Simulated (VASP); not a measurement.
# Al2ZnS2Se2 (space group Pm): computed properties

Calculation: LDA (Ceperley-Alder, Perdew-Zunger), VASP's LDA PAW potentials (set 64) (plane waves; VASP 6.6.1).

```
Quantity                                                                                                                         Result
---------------------------------------------  ----------------------------------------------------------------------------------------
space group                                                                                                                      Pm (6)
cell                                                       a = 6.1513 Å, b = 3.7065 Å, c = 6.6779 Å, α = 90.00°, β = 90.35°, γ = 90.00°
volume per atom                                                                                                           21.75 Å³/atom
band gap (over mesh and band path)                                                                                              1.96 eV
smallest direct gap (over mesh and band path)                                                                                   1.97 eV
band-edge character                                                                                          indirect, B-Γ at 0.62 to Γ
density                                                                                                                      3.72 g/cm³
optical Γ-point spectrum                       62, 72, 84, 95, 98, 130, 201, 203, 222, 237, 253, 305, 315, 331, 342, 377, 506, 519 cm⁻¹
```

```xyz
7
Lattice="6.1513 0.0000 0.0047 0.0000 3.7065 0.0000 -0.0461 0.0000 6.6777" Properties=species:S:1:pos:R:3 pbc="T T T"
Al     3.2184     1.8533     5.5219
Al     5.9263     1.8533     1.0148
Zn     3.1734     0.0000     2.3371
Se     2.2481     1.8533     1.0707
Se     2.1164     0.0000     4.4791
S      5.4529     0.0000     2.2765
S      5.3916     1.8533     5.5802
```

The structure comes from a computed database's Al2ZnS2Se2 entry (Pm); how it stands against other phases isn't given here. It was relaxed first, which changed the volume by -9 %. Symmetry was kept, so distortions that lower it aren't found.
